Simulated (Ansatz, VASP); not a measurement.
## Te: VASP beside Ansatz

Aim: how closely do two programs agree when they are given the same cell, functional and k mesh? Valence electrons are named where the data sets of a main pair hold unlike numbers.

Program: Ansatz 0.2.0. Level of theory: plane waves, with VASP 6.6.1 beside it; band structure at LDA, band structure at r2SCAN and band structure at r2SCAN, spin-orbit coupling. Results are calculated unless marked as measured.

## 1. Starting point

Symmetry: P3_121, No. 152, trigonal system. The conventional cell has a = 4.457 Å, b = 4.457 Å, c = 5.929 Å, α = 90.00°, β = 90.00°, γ = 120.00°. Nearest to Te lie 2 Te at 2.84 Å.

## 2. VASP: band structure, LDA

The same path points are solved in both programs, so levels can be compared one by one.

Lines of VASP's logs that name or quote its potential files are left out, and so is its time.

The input, INCAR:

```
SYSTEM = Te
PREC = Accurate
ENCUT = 350
EDIFF = 1E-06
NELM = 100
ISMEAR = 0
SIGMA = 0.03
LREAL = .FALSE.
ALGO = Normal
GGA = CA
NBANDS = 22
LORBIT = 11
LWAVE = .FALSE.
LCHARG = .FALSE.
KPAR = 4
LASPH = .TRUE.
```

The input, POSCAR:

```
Te
1.0
    4.4572000000      0.0000000000      0.0000000000
   -2.2286000000      3.8600484297      0.0000000000
    0.0000000000      0.0000000000      5.9290000000
Te
3
Direct
    0.7367000000      0.7367000000      0.0000000000
    0.0000000000      0.2633000000      0.6666666667
    0.2633000000      0.0000000000      0.3333333333
```

The input, KPOINTS:

```
Automatic mesh
0
Gamma
6 6 4
0 0 0
```

The input, KPOINTS_OPT:

```
Line mode
10
Line-mode
Reciprocal
  0.00000000   0.00000000   0.00000000 GAMMA
  0.50000000   0.00000000   0.00000000 M

  0.50000000   0.00000000   0.00000000 M
  0.33333333   0.33333333   0.00000000 K

  0.33333333   0.33333333   0.00000000 K
  0.00000000   0.00000000   0.00000000 GAMMA

  0.00000000   0.00000000   0.00000000 GAMMA
  0.00000000   0.00000000   0.50000000 A

  0.00000000   0.00000000   0.50000000 A
  0.50000000   0.00000000   0.50000000 L

  0.50000000   0.00000000   0.50000000 L
  0.33333333   0.33333333   0.50000000 H

  0.33333333   0.33333333   0.50000000 H
  0.00000000   0.00000000   0.50000000 A

  0.50000000   0.00000000   0.50000000 L
  0.50000000   0.00000000   0.00000000 M

  0.33333333   0.33333333   0.00000000 K
  0.33333333   0.33333333   0.50000000 H
```

Potentials, in the order of the species: Te (LDA family, release 64).

Run with:

```console
$ mpirun -np 4 vasp_std
```

Numbers of over 12 decimals in the logs are rounded to 6 here.

The program printed:

```text
[banner, memory and clock lines left out]
running    4 mpi-ranks, on    1 nodes
 distrk:  each k-point on    1 cores,    4 groups
 distr:  one band on    1 cores,    1 groups

 POSCAR found type information on POSCAR Te
 POSCAR found :  1 types and       3 ions
 LDA part: xc-table for (Slater(with rela. corr.)+CA(PZ))
 , standard interpolation
 POSCAR, INCAR and KPOINTS ok, starting setup
 FFT: planning ... GRIDC
 FFT: planning ... GRID_SOFT
 FFT: planning ... GRID
 WAVECAR not read
 entering main loop
       N       E                     dE             d eps       ncg     rms          rms(c)
DAV:   1     0.549084167186E+02    0.54908E+02   -0.47516E+03  1056   0.468E+02
DAV:   2    -0.753145473219E+01   -0.62440E+02   -0.58933E+02  1386   0.987E+01
DAV:   3    -0.113132746008E+02   -0.37818E+01   -0.37515E+01  1296   0.249E+01
DAV:   4    -0.113848596365E+02   -0.71585E-01   -0.71576E-01  1370   0.405E+00
DAV:   5    -0.113855801124E+02   -0.72048E-03   -0.72047E-03  1344   0.347E-01    0.122E+01
DAV:   6    -0.113447030434E+02    0.40877E-01   -0.15909E-02  1242   0.583E-01    0.772E+00
DAV:   7    -0.113299263827E+02    0.14777E-01   -0.39914E-02  1290   0.841E-01    0.320E-01
DAV:   8    -0.113289067450E+02    0.10196E-02   -0.67334E-03  1206   0.368E-01    0.150E-01
DAV:   9    -0.113289223636E+02   -0.15619E-04   -0.21830E-04  1284   0.740E-02    0.814E-02
DAV:  10    -0.113289210509E+02    0.13127E-05   -0.19625E-05  1268   0.197E-02    0.130E-02
DAV:  11    -0.113289203861E+02    0.66473E-06   -0.19723E-06  1302   0.714E-03
   1 F= -.11328920E+02 E0= -.11328901E+02  d E =-.382855E-04
 Start KPOINTS_OPT (optional k-point list driver)
k-point batch [1-24\90]
       N       E                     dE             ncg
DAV:   1     0.157060913896E+04   -0.61501E+04     1056
DAV:   2     0.891843781572E+02   -0.14814E+04     1390
DAV:   3     0.130515660892E+01   -0.87879E+02     1318
DAV:   4    -0.427124976242E+00   -0.17323E+01     1434
DAV:   5    -0.448935944570E+00   -0.21811E-01     1380
DAV:   6    -0.449963382417E+00   -0.10274E-02     1508
DAV:   7    -0.449965695775E+00   -0.23134E-05     1264
DAV:   8    -0.449965747957E+00   -0.52182E-07      944
[...]
k-point batch [73-90\90]
       N       E                     dE             ncg
DAV:   1     0.282334440872E+04   -0.68383E+04      792
DAV:   2     0.175493095227E+04   -0.10684E+04     1058
DAV:   3     0.169624534317E+04   -0.58686E+02     1004
DAV:   4     0.169507025131E+04   -0.11751E+01     1076
DAV:   5     0.169505879009E+04   -0.11461E-01     1074
DAV:   6     0.169505831091E+04   -0.47918E-03     1108
DAV:   7     0.169505830990E+04   -0.10096E-05      932
DAV:   8     0.169505830987E+04   -0.31709E-07      674
```

OUTCAR, selected parts (step 2):

```text
ion  position               nearest neighbor table
   1  0.737  0.737  0.000-   2 2.84   3 2.84   3 3.49   2 3.49   2 3.49   3 3.49
   2  0.000  0.263  0.667-   1 2.84   3 2.84   1 3.49   1 3.49   3 3.49   3 3.49
   3  0.263  0.000  0.333-   1 2.84   2 2.84   1 3.49   1 3.49   2 3.49   2 3.49

  LATTYP: Found a hexagonal cell.
 ALAT       =     4.4572000000
 C/A-ratio  =     1.3302073050

 Subroutine GETGRP returns: Found  6 space group operations
 (whereof  2 operations were pure point group operations)

The static configuration has the point symmetry C_2 .
 The point group associated with its full space group is D_3 .

 Found     24 irreducible k-points:

   k-points           NKPTS =     24   k-points in BZ     NKDIM =     24   number of bands    NBANDS=     22

   dimension x,y,z NGX =    28 NGY =   28 NGZ =   36
   dimension x,y,z NGXF=    56 NGYF=   56 NGZF=   72

   ENCUT  =  350.0 eV  25.72 Ry    5.07 a.u.   6.80  6.80  9.04*2*pi/ulx,y,z

   NELECT =      18.0000    total number of electrons

 k-points in reciprocal lattice and weights: Automatic mesh
   0.00000000  0.00000000  0.00000000       0.007
   0.16666667  0.00000000  0.00000000       0.042
   0.33333333  0.00000000  0.00000000       0.042
   0.50000000  0.00000000  0.00000000       0.021
   0.16666667  0.16666667  0.00000000       0.042
   0.33333333  0.16666667  0.00000000       0.083
   0.33333333  0.33333333  0.00000000       0.014
   0.00000000  0.00000000  0.25000000       0.014
   0.16666667  0.00000000  0.25000000       0.042
[...]
0.33333333  0.16666667  0.50000000       0.083
   0.33333333  0.33333333  0.50000000       0.014

 average (electrostatic) potential at core
       1 -89.8772       2 -89.8772       3 -89.8772

 E-fermi :   5.8137

 k-point     1 :       0.0000    0.0000    0.0000
  band No.  band energies     occupation
    ...
      5       2.9619      2.00000
      6       2.9619      2.00000
      7       4.1157      2.00000
      8       4.1157      2.00000
      9       5.0337      2.00000
     10       6.7605      0.00000
     11       6.7605      0.00000
     12       7.3914      0.00000
     13      10.6332      0.00000
     14      10.6332      0.00000
    ...

 k-point     2 :       0.1667    0.0000    0.0000
  band No.  band energies     occupation
    ...
      5       2.2722      2.00000
      6       2.6665      2.00000
      7       4.4936      2.00000
      8       4.8548      2.00000
      9       4.9969      2.00000
     10       6.5857      0.00000
     11       6.6950      0.00000
     12       7.2917      0.00000
     13      10.0952      0.00000
     14      10.6423      0.00000
    ...

 k-point     3 :       0.3333    0.0000    0.0000
  band No.  band energies     occupation
    ...
      5       1.5579      2.00000
      6       2.2034      2.00000
      7       3.3953      2.00000
      8       4.7295      2.00000
      9       4.9470      2.00000
     10       6.6532      0.00000
     11       6.8229      0.00000
     12       8.5467      0.00000
     13       9.0994      0.00000
     14      11.5882      0.00000
    ...

  Total       -0.8502384     -0.8502384     -0.7642010     -0.0000000      0.0000000     -0.0000000
  in kB      -13.3541101    -13.3541101    -12.0027796     -0.0000000      0.0000000     -0.0000000
  external PRESSURE =     -12.9036666 kB  Pullay stress =       0.0000000 kB

  energy-cutoff  :      350.00
  volume of cell :      102.01
      direct lattice vectors                 reciprocal lattice vectors
     4.457200000  0.000000000  0.000000000     0.224356098  0.129532054  0.000000000
    -2.228600000  3.860048430  0.000000000     0.000000000  0.259064107  0.000000000
     0.000000000  0.000000000  5.929000000     0.000000000  0.000000000  0.168662506

 POSITION                                       TOTAL-FORCE (eV/Angst)
 -----------------------------------------------------------------------------------
      1.64181      2.84370      0.00000        -0.112859     -0.195477      0.000000
     -0.58679      1.01635      3.95267        -0.112859      0.195477     -0.000000
      1.17358      0.00000      1.97633         0.225718      0.000000     -0.000000
 -----------------------------------------------------------------------------------
    total drift:                               -0.000000     -0.000000      0.000000

  FREE ENERGIE OF THE ION-ELECTRON SYSTEM (eV)
  ---------------------------------------------------
  free  energy   TOTEN  =       -11.3289203861 eV

  energy  without entropy=      -11.3288821007  energy(sigma->0) =      -11.32890124

 total charge
# of ion       s       p       d       tot
------------------------------------------
    1        1.439   1.828   0.046   3.313
    2        1.439   1.828   0.046   3.313
    3        1.439   1.828   0.046   3.313
--------------------------------------------------
tot          4.316   5.485   0.137   9.938

[... 3 further parts left out ...]
```

The run ends at a pressure of -1.29 GPa, with forces up to 0.23 eV/Å.

## 3. Ansatz: band structure, LDA

Ansatz runs on its default PAW (the set named soft_2) files.

The same cell, functional (in two slightly different forms), mesh and smearing now go to Ansatz, which takes its cutoff from its data sets.

The input, input.yaml:

```yaml
crystal:
  lattice:
    - [4.4572, 0.0, 0.0]
    - [-2.2286, 3.8600484297, 0.0]
    - [0.0, 0.0, 5.929]
  atoms:
    - { symbol: Te, position: [0.7367, 0.7367, 0.0] }
    - { symbol: Te, position: [0.0, 0.2633, 0.6666666667] }
    - { symbol: Te, position: [0.2633, 0.0, 0.3333333333] }
hamiltonian:
  xc: lda
  pseudopotentials: { kind: paw }
kpoints:
  mp_grid: { grid: [6, 6, 4] }
  band_path:
    path:
      - [0.0, 0.0, 0.0]
      - [0.16667, 0.0, 0.0]
      - [0.33333, 0.0, 0.0]
      - [0.5, 0.0, 0.0]
      - [0.46296, 0.07407, 0.0]
      - [0.40741, 0.18519, 0.0]
      - [0.35185, 0.2963, 0.0]
      - [0.2963, 0.2963, 0.0]
      - [0.18519, 0.18519, 0.0]
      - [0.07407, 0.07407, 0.0]
      - [0.0, 0.0, 0.0]
      - [0.0, 0.0, 0.16667]
      - [0.0, 0.0, 0.33333]
      - [0.0, 0.0, 0.5]
      - [0.11111, 0.0, 0.5]
      - [0.33333, 0.0, 0.5]
      - [0.5, 0.0, 0.5]
      - [0.46296, 0.07407, 0.5]
      - [0.40741, 0.18519, 0.5]
      - [0.35185, 0.2963, 0.5]
      - [0.33333, 0.33333, 0.5]
      - [0.2963, 0.2963, 0.5]
      - [0.18519, 0.18519, 0.5]
      - [0.07407, 0.07407, 0.5]
      - [0.5, 0.0, 0.5]
      - [0.5, 0.0, 0.33333]
      - [0.5, 0.0, 0.16667]
      - [0.5, 0.0, 0.0]
      - [0.33333, 0.33333, 0.11111]
      - [0.33333, 0.33333, 0.27778]
      - [0.33333, 0.33333, 0.5]
    npoints: 1
scf:
  occupations: { method: gaussian, width: 0.03 }
  n_extra_bands: 7
output:
  forces: true
  stress: true
  eigenvalues: true
  write_density: true
  write_potential: true
  elf: true
  volumetric_format: npy
```

Run with:

```console
$ ansatz run input.yaml --threads 2 --pin off --max-ram 4608MiB --backend cpu --events-out ev --progress --plain --runs-dir out
```

The program printed:

```text
scf.n_extra_bands = 7 over 24 filled bands (N_el = 48.0): the run solves 31 bands
Engine: ansatz 0.2.0, aarch64-unknown-linux-gnu
Pseudopotentials: kind: paw
Pseudopotential: Te, paw, valence charge 16, recommended cutoff 420 eV (normal), Te.paw.azcp
Functional definition: SPW92
  exchange = slater_x
  correlation = pw_c
Crystal: 3 atoms, lattice volume = 102.008 Å³
Basis set: ecut = 420 eV, 2017 PW (Γ)
Bands: 31, of which v1, the nominal top of the filled ones, is band 24 counted from 1 (23 counted from 0)
Symmetry: 6 space group operations
Space group: P3121 (ITA 152), of the structure as read, at distance tolerance 4.7e-5 Å
k-points: 24 of 144 (time reversal used)
Non-local potential: Te, projectors of the file, l = 0: 2, l = 1: 2, l = 2: 2, l = 3: 2
PAW form: soft (Blöchl's): semilocal exchange-correlation on the pseudo side does not see the compensation charge
PAW frozen core: Te, regenerated for the run's functional, and the local potential with it (the file was generated under x = pbe(κ = 0.804, μ = 0.219515), c = pbe(β = 0.066725))
PAW one-centre angular grid: Te, 590 points (default); XC on 64 Gauss nodes
Initial density: superposition of atomic densities (neutral atoms: chi_scale 0, normalization atom), corrected by the library's trained network
Initial wavefunctions: pseudopotential atomic-orbital guess
Functional: x = slater, c = lda
SCF iter   1: F=—  HF=-20481.520440 eV  |F-HF|=—  |Δ(HF+E_count)|=         —  Δρ=4.13e-3  dr2=6.27e-3  ethr=1.77e-3  ⟨swp⟩=8.1  Hψ=3625  notcnv=0  defer=7
preconditioner: auto → Resta (q_TF=auto, 2.406 Å⁻¹)  ε∞=3.5  [insulator: Δε(μ)=0.125 eV  Ē_g=9.873 eV  σ=0.030 eV  W_gap=1.00  n_scr=22 (ndim 8)  ℏωp=15.6 eV  f_vac=0.028  D(μ)=0.02/eV (n_scr^D=0)  ε∞_Penn≈3.5]
SCF iter   2: F=—  HF=-20481.515784 eV  |F-HF|=—  |Δ(HF+E_count)|=   4.66e-3  Δρ=2.32e-3  dr2=2.19e-3  ethr=1.31e-5  ⟨swp⟩=2.0  Hψ=1076  notcnv=0  defer=25
SCF iter   3: F=—  HF=-20481.515168 eV  |F-HF|=—  |Δ(HF+E_count)|=   6.17e-4  Δρ=4.11e-4  dr2=1.77e-4  ethr=4.55e-6  ⟨swp⟩=2.0  Hψ=1265  notcnv=0  defer=25
SCF iter   4: F=—  HF=-20481.515062 eV  |F-HF|=—  |Δ(HF+E_count)|=   1.05e-4  Δρ=1.22e-4  dr2=1.62e-5  ethr=3.70e-7  ⟨swp⟩=2.0  Hψ=1266  notcnv=0  defer=25
SCF iter   5: F=—  HF=-20481.515062 eV  |F-HF|=—  |Δ(HF+E_count)|=   9.12e-7  Δρ=2.71e-5  dr2=9.89e-7  ethr=3.37e-8  ⟨swp⟩=3.0  Hψ=1289  notcnv=0  defer=25
SCF iter   6: F=-20481.515062 eV  HF=-20481.515062 eV  |F-HF|=2.64e-8  |Δ(HF+E_count)|=   2.11e-7  Δρ=9.30e-6  dr2=8.32e-8  ethr=2.08e-10  ⟨swp⟩=12.7  Hψ=5937  notcnv=0
SCF 1 converged in 6 iterations: F = -20481.515062 eV  dr2 = 8.32e-8
  greatest PAW one-centre occupation: 0.999 electrons in one spin orbital (limit 2), on the Te atom at site 1 (counted from 0), in its partial waves of l = 2
NSCF: frozen V_eff on 31 k-points
SCF converged after 6 iterations
Free energy (F): -20481.515062 eV
Harris-Foulkes:  -20481.515062 eV  (|F-HF|=2.64e-8)
Internal energy: -20481.515052 eV  (E = F + TS)
E sigma→0 (E₀):  -20481.515057 eV
Entropy (-TS):   -0.000010 eV (-0.003 meV/atom)
Fermi energy:    8.465251 eV
--- Per-component energies (eV) ---
  E_band       = -811.520758
  E_kinetic    = 544.077100
  E_local      = -3870.720760  (includes V_loc(G=0)·N_el)
  E_nonlocal   = -914.728944
  E_hartree    = 2444.931139
  E_xc         = -371.119430
  E_vxc        = -313.889885  (∫ρ·V_xc dr)
  E_paw        = -13529.089742  (= ΣΔE_a)
  E_vpaw       = -1146.114681  (= ΣTr[D̂ρ^β])
  E_aug_tail   = -0.000567  (compensation charges beyond the density's cutoff)
  E_ewald      = -4786.899832
  E_core_change = 2.035984  (= ΣΔE_core)
  E_smearing   = -0.000010  (= −TS)
  E_closure    = -0.000000  (closes the sum)
  Σ components = -20481.515062   (vs F -20481.515062, Δ=0.00e0)
--- Forces (eV/Å), atoms counted from 1 ---
  atom   1  Te    -0.09615872    -0.16655179    -0.00000000
  atom   2  Te    -0.09615872     0.16655179    -0.00000000
  atom   3  Te     0.19231744    -0.00000000     0.00000000
  max |Σ_I F_I| component: 3.70e-17 eV/Å
--- Stress (GPa, compression-positive) ---
       -1.416489       0.000000      -0.000000
        0.000000      -1.416489       0.000000
       -0.000000       0.000000      -1.388185
  P = ⅓ Tr σ = -1.4071 GPa (-14.071 kbar)
--- Band table (eV; the first three rows and the last of 24) ---
  k-point 0: bands = [... 20 lower, 5.6022, 6.7719, 6.7719, 7.6839, 9.4184, 9.4184, 10.0431, 13.3598, ... 3 higher]
  k-point 1: bands = [... 20 lower, 5.9090, 6.9373, 6.9524, 7.6221, 9.1048, 9.1533, 9.5242, 12.8304, ... 3 higher]
  k-point 2: bands = [... 20 lower, 5.7641, 7.1026, 7.3686, 7.3686, 8.9398, 8.9516, 8.9516, 12.4652, ... 3 higher]
  k-point 23: bands = [... 20 lower, 3.4367, 7.3879, 8.4013, 8.4013, 8.5246, 9.8322, 9.8322, 14.2607, ... 3 higher]
```

Wall time 11 s (2 threads of Arm Neoverse N1, shared host); peak memory 0.33 GiB; 22 s of CPU time.

## 4. Comparison

Known differences besides the potentials themselves: the two LDA forms differ slightly; the data sets hold 48 valence electrons in Ansatz (on its default PAW (the set named soft_2) files) and 18 in VASP; the cutoff is 420 eV in Ansatz and 350 eV in VASP; VASP's log shows a relativistic correction to its local exchange, Ansatz's none. Total energies have different zeros and are not compared.

Compared:

```
                     quantity  Ansatz   VASP  difference
               pressure (GPa)   -1.41  -1.29       -0.12
gap over the path points (eV)   0.110  0.086      +0.023
```

Forces (eV/Å; atoms numbered as in POSCAR):

```csv
atom,"Ansatz x, y, z","VASP x, y, z"
Te1,"-0.096, -0.167, 0.000","-0.113, -0.195, 0.000"
Te2,"-0.096, 0.167, 0.000","-0.113, 0.195, 0.000"
Te3,"0.192, 0.000, 0.000","0.226, 0.000, 0.000"
```

Levels at points of the path, from each program's valence-band top (eV; 4 filled, then empty):

```csv
k (reciprocal lattice),Ansatz,VASP
0.000 0.000 0.000,-2.81 -1.64 -1.64 -0.73 1.00 1.00 1.63,-2.81 -1.66 -1.66 -0.74 0.98 0.98 1.62
0.167 0.000 0.000,-3.10 -1.27 -0.91 -0.76 0.82 0.93 1.52,-3.11 -1.28 -0.92 -0.78 0.81 0.92 1.52
0.333 0.000 0.000,-3.56 -2.37 -1.03 -0.81 0.89 1.06 2.77,-3.57 -2.38 -1.05 -0.83 0.88 1.05 2.77
0.500 0.000 0.000,-3.53 -3.48 -1.11 -0.84 0.89 0.99 2.99,-3.54 -3.50 -1.13 -0.85 0.88 0.98 2.94
0.463 0.074 0.000,-3.50 -3.45 -1.33 -1.14 1.10 1.32 3.17,-3.51 -3.47 -1.34 -1.15 1.09 1.31 3.12
0.407 0.185 0.000,-3.35 -3.31 -2.07 -1.99 1.91 2.29 3.47,-3.36 -3.33 -2.08 -2.00 1.89 2.28 3.46
0.352 0.296 0.000,-3.11 -3.10 -2.79 -2.57 2.70 2.89 3.19,-3.13 -3.12 -2.79 -2.59 2.69 2.88 3.19
0.296 0.296 0.000,-3.24 -2.94 -2.69 -2.49 2.57 2.87 3.11,-3.25 -2.96 -2.69 -2.50 2.56 2.86 3.10
0.185 0.185 0.000,-3.08 -1.98 -1.59 -1.56 1.68 1.80 2.11,-3.10 -1.99 -1.60 -1.58 1.67 1.79 2.11
0.074 0.074 0.000,-2.84 -1.51 -0.93 -0.62 0.69 0.97 1.55,-2.85 -1.52 -0.94 -0.63 0.67 0.95 1.54
```

The forces differ by 19 meV/Å r.m.s., which is 14.8 % of the r.m.s. force of 0.130 eV/Å (both taken over all components). Among the levels compared at these points, filled levels agree within 26 meV and empty ones within 48 meV. Ansatz's pressure holds a Pulay correction of 0.04 GPa; VASP's holds none.

## 5. Other set-ups

Further runs change the set-up of one program: Ansatz's method, potentials or start, or VASP's data sets, cutoff or form of LDA. The table gives Ansatz less VASP for each quantity, since a change that brings one quantity closer may part another.

| run | r.m.s. force difference (meV/Å) | pressure (GPa) | gap over the path points (eV) |
| --- | --- | --- | --- |
| as above | 19 | -0.12 | 0.023 |
| cores kept as stored | 18 | -0.10 | 0.024 |
| Ansatz's all-electron LAPW method | 20 | -0.098 | 0.027 |
| Ansatz's larger PAW set (cutoff 430 eV) | 20 | -0.11 | 0.025 |
| norm-conserving potentials (cutoff 1120 eV) | 17 | -0.17 | 0.014 |

[end of part 1 of 3]

[Lines on the potential files, build, host, timing and source positions are cut from VASP's logs without a mark.]

[Logs are printed without paths, hosts, clocks, repeated set-up lines and the standing remarks that a program may print on its own settings, such as how far it seeks lower states.]

[Hosts, paths, dates, database ids (printed as entryN), source tags and the programs' standing remarks are cut or masked in the printed files.]
